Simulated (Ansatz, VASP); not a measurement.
# GeBr2 in two plane-wave programs

One calculation is typed for both programs; each brings its own data sets. How far apart do they land? The cell is generated by rule, not measured, and may not be a known phase. The cell is taken from a series of runs on this material, whose earlier steps may have relaxed, scaled, displaced or heated it; both programs get it as it stands.

Program: Ansatz 0.2.0. Level of theory: plane waves, with VASP 6.6.1 beside it; zone-centre phonons at PBEsol. Results are calculated unless marked as measured.

The structure was built from a prototype and need not be the compound's stable phase.

**1. Starting point**

Symmetry: P-3m1, No. 164, trigonal system. The conventional cell has a = 3.974 Å, b = 3.974 Å, c = 6.511 Å, α = 90.00°, β = 90.00°, γ = 120.00°. Nearest to Ge lie 6 Br at 2.80 Å. Br has 3 Ge at 2.80 Å nearest. Farther neighbours and most contacts between anions are not listed.

**2. VASP: zone-centre phonons, PBEsol**

Second derivatives magnify differences that forces hide, and they need a tight electronic threshold.

Lines of VASP's logs that name or quote its potential files are left out, and so is its time.

Input file INCAR:

```
SYSTEM = GeBr2
PREC = Accurate
ENCUT = 500
EDIFF = 1E-08
NELM = 120
ISMEAR = 0
SIGMA = 0.01
LREAL = .FALSE.
ALGO = Normal
GGA = PS
NBANDS = 20
LORBIT = 11
LWAVE = .FALSE.
LCHARG = .FALSE.
ISIF = 2
IBRION = 8
LEPSILON = .TRUE.
LASPH = .TRUE.
GGA_COMPAT = .FALSE.
EFERMI = MIDGAP
KPAR = 2
```

Input file POSCAR:

```
GeBr2
1.0
    3.9736639340      0.0000000000      0.0000000000
   -1.9868319670      3.4412939130      0.0000000000
    0.0000000000      0.0000000000      6.5109276318
Ge Br
1 2
Direct
    0.0000000000      0.0000000000      0.0000000000
    0.3333333333      0.6666666667      0.2457000873
    0.6666666667      0.3333333333      0.7542999127
```

Input file KPOINTS:

```
Automatic mesh
0
Gamma
9 9 4
0 0 0
```

Potentials, in the order of the species: Ge_d and Br (PBE family, release 64).

Started as:

```
mpirun -np 2 vasp_std
```

Numbers of over 12 decimals in the logs are rounded to 6 here.

Log:

```text
[banner, memory and clock lines left out]
running    2 mpi-ranks, on    1 nodes
 distrk:  each k-point on    1 cores,    2 groups
 distr:  one band on    1 cores,    1 groups

 POSCAR found type information on POSCAR GeBr
 POSCAR found :  2 types and       3 ions
|                                                                             |
|               ----> ADVICE to this user running VASP <----                  |
|                                                                             |
|     You enforced a specific xc type in the INCAR file but a different       |
|     [... a line on the potential file left out ...]
|     I HOPE YOU KNOW WHAT YOU ARE DOING!                                     |
|                                                                             |

 LDA part: xc-table for (Slater+PW92), standard interpolation
 POSCAR, INCAR and KPOINTS ok, starting setup
 FFT: planning ... GRIDC
 FFT: planning ... GRID_SOFT
 FFT: planning ... GRID
 WAVECAR not read
 entering main loop
       N       E                     dE             d eps       ncg     rms          rms(c)
DAV:   1     0.225124633479E+03    0.22512E+03   -0.13017E+04  2032   0.219E+03
DAV:   2     0.204412329297E+02   -0.20468E+03   -0.19596E+03  1996   0.560E+02
DAV:   3    -0.932873731470E+01   -0.29770E+02   -0.29506E+02  2080   0.131E+02
DAV:   4    -0.104458859794E+02   -0.11171E+01   -0.11159E+01  2028   0.291E+01
DAV:   5    -0.104695800635E+02   -0.23694E-01   -0.23692E-01  2144   0.453E+00    0.519E+00
DAV:   6    -0.103109454552E+02    0.15863E+00   -0.45912E-01  2260   0.454E+00    0.311E+00
DAV:   7    -0.103105217416E+02    0.42371E-03   -0.11218E-01  2192   0.164E+00    0.982E-01
DAV:   8    -0.103106809865E+02   -0.15924E-03   -0.14618E-02  2296   0.112E+00    0.116E-01
DAV:   9    -0.103107407031E+02   -0.59717E-04   -0.13491E-03  1984   0.312E-01    0.614E-02
DAV:  10    -0.103107948659E+02   -0.54163E-04   -0.13467E-04  1936   0.751E-02    0.250E-02
DAV:  11    -0.103108031689E+02   -0.83029E-05   -0.11093E-05  1896   0.219E-02    0.605E-03
DAV:  12    -0.103108044000E+02   -0.12311E-05   -0.21094E-06  1968   0.805E-03    0.251E-03
DAV:  13    -0.103108044503E+02   -0.50313E-07   -0.18662E-07  1960   0.236E-03    0.972E-04
DAV:  14    -0.103108044623E+02   -0.11951E-07   -0.93888E-08  1828   0.190E-03    0.395E-04
DAV:  15    -0.103108044518E+02    0.10507E-07   -0.60677E-09  1340   0.515E-04    0.201E-04
DAV:  16    -0.103108044537E+02   -0.19259E-08   -0.11545E-09  1168   0.254E-04
   1 F= -.10310804E+02 E0= -.10310804E+02  d E =0.000000E+00
 Linear response reoptimize wavefunctions to high precision
DAV:   1    -0.103108044552E+02   -0.14975E-08   -0.24039E-10  1196   0.192E-04
DAV:   2    -0.103108044552E+02   -0.39108E-10   -0.62070E-11   964   0.654E-05
 Linear response G [H, r] |phi>, progress :
  Direction:   1
       N       E                     dE             d eps       ncg     rms
RMM:   1    -0.536001085348E+02   -0.53600E+02    0.13774E+03  2039   0.614E+02
RMM:   2    -0.857829438143E+02   -0.32183E+02   -0.59769E+01  3475   0.409E+01
RMM:   3    -0.860733368061E+02   -0.29039E+00   -0.21096E+00  3768   0.895E+00
RMM:   4    -0.861124521966E+02   -0.39115E-01   -0.18834E-01  3932   0.206E+00
RMM:   5    -0.861132945062E+02   -0.84231E-03   -0.14378E-02  3963   0.518E-01
RMM:   6    -0.861133450118E+02   -0.50506E-04   -0.13212E-03  3969   0.137E-01
RMM:   7    -0.861133471551E+02   -0.21433E-05   -0.16496E-04  4018   0.400E-02
RMM:   8    -0.861133449004E+02    0.22547E-05   -0.79231E-05  3982   0.143E-02
RMM:   9    -0.861133451963E+02   -0.29584E-06    0.72680E-05  3882   0.776E-03
RMM:  10    -0.861133450925E+02    0.10371E-06    0.26362E-07  3709   0.609E-03
RMM:  11    -0.861133454065E+02   -0.31396E-06    0.53184E-05  3583   0.567E-03
RMM:  12    -0.861133452981E+02    0.10841E-06   -0.43791E-05  3539   0.557E-03
RMM:  13    -0.861133453334E+02   -0.35334E-07    0.51945E-05  3398   0.553E-03
RMM:  14    -0.861133454702E+02   -0.13678E-06    0.29218E-06  3222   0.554E-03
 Linear response G [H, r] |phi>, progress :
  Direction:   2
       N       E                     dE             d eps       ncg     rms
RMM:   1    -0.531852019851E+02   -0.53185E+02    0.13895E+03  2046   0.616E+02
RMM:   2    -0.847537364164E+02   -0.31569E+02   -0.58029E+01  3488   0.408E+01
RMM:   3    -0.852176375189E+02   -0.46390E+00   -0.18699E+00  3761   0.854E+00
RMM:   4    -0.852417251533E+02   -0.24088E-01   -0.14842E-01  3922   0.192E+00
RMM:   5    -0.852406264922E+02    0.10987E-02   -0.11392E-02  3947   0.491E-01
RMM:   6    -0.852407495689E+02   -0.12308E-03   -0.20420E-03  3964   0.139E-01
RMM:   7    -0.852406898233E+02    0.59746E-04   -0.26590E-04  3983   0.419E-02
RMM:   8    -0.852406825539E+02    0.72693E-05   -0.11842E-04  3978   0.162E-02
[...]
RMM:   6    -0.149639096805E+01   -0.19075E-02   -0.31728E-04  7942   0.857E-02    0.208E-02
RMM:   7    -0.149735228221E+01   -0.96131E-03   -0.32152E-05  7859   0.282E-02    0.426E-03
RMM:   8    -0.149760015963E+01   -0.24788E-03   -0.33240E-06  7684   0.788E-03    0.157E-03
RMM:   9    -0.149761018378E+01   -0.10024E-04   -0.36409E-07  7952   0.305E-03    0.315E-04
RMM:  10    -0.149760351539E+01    0.66684E-05   -0.11288E-07  7901   0.842E-04    0.164E-04
[...]
RMM:  10    -0.826547387473E+00   -0.19810E-04   -0.19886E-06  3457   0.310E-03    0.153E-03
RMM:  11    -0.826553715610E+00   -0.63281E-05    0.25724E-06  3299   0.186E-03    0.262E-04
RMM:  12    -0.826551551130E+00    0.21645E-05   -0.11014E-06  3423   0.340E-04    0.774E-05
RMM:  13    -0.826548008162E+00    0.35430E-05   -0.97619E-07  2898   0.151E-04    0.287E-05
RMM:  14    -0.826547865337E+00    0.14283E-06   -0.30358E-07  1629   0.441E-05    0.114E-05
RMM:  15    -0.826547436846E+00    0.42849E-06   -0.23227E-07  1484   0.483E-05    0.828E-06
 change of polarisation eV/A/(eV/A) component  3 :     0.086    -0.097     1.497
 dielectric tensor                  component  3 :     0.174    -0.197     4.043
 Linear response DOF=           4
 Linear response progress:
  Degree of freedom:   1/  4
       N       E                     dE             d eps       ncg     rms          rms(c)
RMM:   1    -0.190011569186E+00   -0.19001E+00    0.36731E+00  4373   0.383E+01
RMM:   2    -0.194541979658E+00   -0.45304E-02   -0.96527E-03  7142   0.673E-01    0.670E-02
RMM:   3    -0.194226336008E+00    0.31564E-03   -0.57499E-04  7432   0.187E-01    0.358E-02
RMM:   4    -0.193929953600E+00    0.29638E-03   -0.11158E-04  7974   0.857E-02    0.903E-03
RMM:   5    -0.193925249631E+00    0.47040E-05   -0.13467E-05  8149   0.285E-02    0.169E-03
RMM:   6    -0.193933238368E+00   -0.79887E-05   -0.26861E-06  8220   0.118E-02    0.544E-04
RMM:   7    -0.193937271843E+00   -0.40335E-05   -0.80367E-07  8246   0.485E-03    0.244E-04
RMM:   8    -0.193937738628E+00   -0.46679E-06   -0.42537E-07  8282   0.251E-03    0.128E-04
RMM:   9    -0.193939481798E+00   -0.17432E-05   -0.27301E-07  8388   0.127E-03    0.346E-05
RMM:  10    -0.193939733821E+00   -0.25202E-06   -0.22931E-07  8490   0.720E-04    0.351E-05
RMM:  11    -0.193940187590E+00   -0.45377E-06   -0.98003E-08  8396   0.432E-04    0.662E-06
RMM:  12    -0.193940100805E+00    0.86785E-07   -0.87213E-08  8149   0.269E-04    0.216E-05
RMM:  13    -0.193940295306E+00   -0.19450E-06   -0.55012E-08  8330   0.178E-04    0.695E-06
RMM:  14    -0.193940303003E+00   -0.76965E-08   -0.46798E-08  8635   0.115E-04    0.105E-05
 first order change of Fermi-energy   0.54855E-05
 force on displaced ion       1 direction 1 :  -0.990   0.000   0.000
 Born effective charge ion    1 direction 1 :   4.336   0.000   0.000
 Linear response progress:
  Degree of freedom:   2/  4
       N       E                     dE             d eps       ncg     rms          rms(c)
RMM:   1    -0.199766415458E+00   -0.19977E+00    0.38174E+00  2024   0.399E+01
RMM:   2    -0.203739360379E+00   -0.39729E-02   -0.97624E-03  3220   0.668E-01    0.135E-01
RMM:   3    -0.202959632410E+00    0.77973E-03   -0.96347E-04  3449   0.210E-01    0.108E-01
RMM:   4    -0.202807479255E+00    0.15215E-03   -0.12210E-04  3503   0.739E-02    0.596E-02
RMM:   5    -0.202781291280E+00    0.26188E-04   -0.63938E-05  3463   0.432E-02    0.762E-03
RMM:   6    -0.202825698078E+00   -0.44407E-04   -0.22696E-06  3650   0.141E-02    0.271E-03
RMM:   7    -0.202843168627E+00   -0.17471E-04   -0.17706E-06  3510   0.595E-03    0.587E-04
RMM:   8    -0.202841526841E+00    0.16418E-05   -0.27717E-07  3510   0.283E-03    0.168E-04
RMM:   9    -0.202843413384E+00   -0.18865E-05   -0.91320E-08  3707   0.110E-03    0.830E-05
RMM:  10    -0.202844314214E+00   -0.90083E-06   -0.40305E-08  3674   0.441E-04    0.334E-05
RMM:  11    -0.202844319285E+00   -0.50705E-08   -0.36448E-08  3788   0.210E-04    0.173E-05
 first order change of Fermi-energy   0.46698E-04
 force on displaced ion       1 direction 3 :  -0.000   0.000  -7.234
 Born effective charge ion    1 direction 3 :  -0.000  -0.000   1.427
 Linear response progress:
  Degree of freedom:   3/  4
       N       E                     dE             d eps       ncg     rms          rms(c)
RMM:   1    -0.137147047734E+00   -0.13715E+00    0.77701E-02 14692   0.165E+00
RMM:   2    -0.136579776606E+00    0.56727E-03   -0.39512E-03 11529   0.355E-01    0.566E-02
RMM:   3    -0.136813253491E+00   -0.23348E-03   -0.10336E-04 12607   0.615E-02    0.292E-02
RMM:   4    -0.137032387264E+00   -0.21913E-03   -0.19835E-05 12676   0.289E-02    0.492E-03
RMM:   5    -0.137052656179E+00   -0.20269E-04   -0.11014E-06 12980   0.693E-03    0.224E-03
RMM:   6    -0.137043189969E+00    0.94662E-05   -0.23888E-07 12657   0.189E-03    0.953E-04
RMM:   7    -0.137043228744E+00   -0.38776E-07   -0.32784E-08 13142   0.567E-04    0.253E-04
RMM:   8    -0.137042839051E+00    0.38969E-06   -0.33386E-08 13115   0.170E-04    0.304E-05
RMM:   9    -0.137042747955E+00    0.91096E-07    0.58948E-08 13249   0.588E-05    0.867E-06
RMM:  10    -0.137042755024E+00   -0.70686E-08   -0.10796E-08 13548   0.162E-05    0.592E-06
 first order change of Fermi-energy  -0.16422E-04
 force on displaced ion       2 direction 1 :  -1.888  -0.000   0.000
 Born effective charge ion    2 direction 1 :  -2.168   0.000   0.000
 Linear response progress:
  Degree of freedom:   4/  4
       N       E                     dE             d eps       ncg     rms          rms(c)
RMM:   1    -0.160382962703E+00   -0.16038E+00    0.74405E-02  3804   0.168E+00
RMM:   2    -0.159341594190E+00    0.10414E-02   -0.34367E-03  3093   0.320E-01    0.102E-01
RMM:   3    -0.159285906689E+00    0.55688E-04   -0.20212E-04  3168   0.825E-02    0.618E-02
RMM:   4    -0.159312436715E+00   -0.26530E-04   -0.11463E-05  3435   0.237E-02    0.284E-02
RMM:   5    -0.159326243751E+00   -0.13807E-04   -0.38718E-06  3232   0.178E-02    0.455E-03
RMM:   6    -0.159313935530E+00    0.12308E-04   -0.17765E-08  3297   0.432E-03    0.177E-03
RMM:   7    -0.159310082349E+00    0.38532E-05    0.41946E-08  3391   0.188E-03    0.353E-04
RMM:   8    -0.159311968475E+00   -0.18861E-05    0.75398E-08  3195   0.730E-04    0.140E-04
RMM:   9    -0.159312049298E+00   -0.80824E-07   -0.12254E-08  3305   0.281E-04    0.449E-05
RMM:  10    -0.159311891962E+00    0.15734E-06   -0.15219E-08  3258   0.112E-04    0.955E-06
RMM:  11    -0.159311940258E+00   -0.48296E-07   -0.16840E-08  3284   0.364E-05    0.475E-06
RMM:  12    -0.159311929011E+00    0.11247E-07   -0.20858E-08  3449   0.191E-05    0.120E-06
RMM:  13    -0.159311929616E+00   -0.60426E-09   -0.11595E-08  3098   0.829E-06    0.367E-07
 first order change of Fermi-energy  -0.38424E+00
 force on displaced ion       2 direction 3 :  -0.000  -0.000  -4.319
 Born effective charge ion    2 direction 3 :   0.000   0.000  -0.713
 Born effective charges drift removed
 Linear response finished
```

[end of part 1 of 2]

[Lines on the potential files, build, host, timing and source positions are cut from VASP's logs without a mark.]

[Logs are printed without paths, hosts, clocks, repeated set-up lines and the standing remarks that a program may print on its own settings, such as how far it seeks lower states.]

[Hosts, paths, dates, database ids (printed as entryN), source tags and the programs' standing remarks are cut or masked in the printed files.]
